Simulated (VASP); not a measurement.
Computed with r2SCAN meta-GGA, VASP's PBE PAW potentials (set 64) (plane waves; VASP).

VASP input:

**POSCAR**
```
PtSe2
1
    3.7209307508    -0.0000000000     0.0000000000
   -1.8604653754     3.2224207968    -0.0000000000
    0.0000000000    -0.0000000000     5.7510816933
Pt Se
1 2
Direct
  0.0000000000   0.0000000000   0.0000000000
  0.3333330000   0.6666670000   0.2276212973
  0.6666670000   0.3333330000   0.7723787027
```

**KPOINTS**
```
Regular mesh
0
gamma
6 6 4
0 0 0
```

**INCAR**
```
# general
SYSTEM   =  PtSe2
PREC     =  Accurate
ENCUT    =  480
LREAL    =  .False.
LASPH    =  .True.

# electronic loop
EDIFF    =  1E-6
NELM     =  100
ALGO     =  Normal
LMAXMIX  =  6
LMIXTAU  =  .True.

# smearing
ISMEAR   =  0
SIGMA    =  0.05

# functional
METAGGA  =  R2SCAN

# ions
IBRION   =  2
NSW      =  60
ISIF     =  3
EDIFFG   =  -0.02

# output
LWAVE    =  .False.
LCHARG   =  .False.
```

POTCAR, in this order: Pt Se (PBE.64 set). Program: vasp_std.

Output

**OSZICAR**
```
       N       E                     dE             d eps       ncg     rms          rms(c)
DAV:   1     0.419821756550E+02    0.41982E+02   -0.97931E+03   728   0.122E+03
DAV:   2    -0.825766818866E+02   -0.12456E+03   -0.12196E+03   916   0.232E+02
DAV:   3    -0.876038253803E+02   -0.50271E+01   -0.49762E+01   874   0.502E+01
DAV:   4    -0.876444173273E+02   -0.40592E-01   -0.40585E-01   881   0.485E+00
DAV:   5    -0.876449869365E+02   -0.56961E-03   -0.56960E-03   930   0.541E-01    0.132E+01
DAV:   6    -0.831667358064E+02    0.44783E+01   -0.83342E+00   790   0.301E+01    0.863E+00
DAV:   7    -0.812761359219E+02    0.18906E+01   -0.13088E+00   734   0.131E+01    0.441E+00
DAV:   8    -0.814242526000E+02   -0.14812E+00   -0.42163E-01   755   0.473E+00    0.110E+00
DAV:   9    -0.814702392466E+02   -0.45987E-01   -0.78573E-02   776   0.311E+00    0.240E-01
DAV:  10    -0.814938769733E+02   -0.23638E-01   -0.31892E-02   741   0.168E+00    0.161E-01
DAV:  11    -0.814919108307E+02    0.19661E-02   -0.71992E-03   734   0.104E+00    0.127E-01
DAV:  12    -0.814942421749E+02   -0.23313E-02   -0.61109E-03   741   0.946E-01    0.781E-02
DAV:  13    -0.814965140475E+02   -0.22719E-02   -0.75227E-04   867   0.319E-01    0.253E-02
DAV:  14    -0.814966842170E+02   -0.17017E-03   -0.15293E-04   727   0.145E-01    0.967E-03
DAV:  15    -0.814967663294E+02   -0.82112E-04   -0.55683E-05   776   0.807E-02    0.314E-03
DAV:  16    -0.814967662698E+02    0.59685E-07   -0.36396E-06   824   0.195E-02
   1 F= -.81496766E+02 E0= -.81496766E+02  d E =-.814968E+02
```

### OUTCAR
```
------------------------ aborting loop because EDIFF is reached ----------------------------------------
  FORCE on cell =-STRESS in cart. coord.  units (eV):
  Direction    XX          YY          ZZ          XY          YZ          ZX
  --------------------------------------------------------------------------------------
  Total        0.0464211      0.0464211      0.0390853      0.0000000      0.0000000      0.0000000
  in kB        1.0785565      1.0785567      0.9081142      0.0000000      0.0000000      0.0000000
  external PRESSURE =       1.0217424 kB  Pullay stress =       0.0000000 kB
  volume of cell :       68.96
      direct lattice vectors                 reciprocal lattice vectors
     3.720930751  0.000000000  0.000000000     0.268749963  0.155162852  0.000000000
    -1.860465375  3.222420797  0.000000000     0.000000000  0.310325703  0.000000000
     0.000000000  0.000000000  5.751081693     0.000000000  0.000000000  0.173880333
 POSITION                                       TOTAL-FORCE (eV/Angst)
 -----------------------------------------------------------------------------------
      0.00000      0.00000      0.00000         0.000000      0.000000     -0.000000
     -0.00000      2.14828      1.30907        -0.000000      0.000000      0.004789
      1.86047      1.07414      4.44201         0.000000      0.000000     -0.004789
 -----------------------------------------------------------------------------------
    total drift:                                0.000000     -0.000000      0.000000
  FREE ENERGIE OF THE ION-ELECTRON SYSTEM (eV)
  ---------------------------------------------------
  free  energy   TOTEN  =       -81.4967662698 eV

  energy  without entropy=      -81.4967662698  energy(sigma->0) =      -81.49676627

 reached required accuracy - stopping structural energy minimisation
```
(Selected blocks of OUTCAR.)

The compound is PtSe2 in the 1T layered structure. It was relaxed first, which changed the volume by +13 %. The start is the result of an earlier pass.
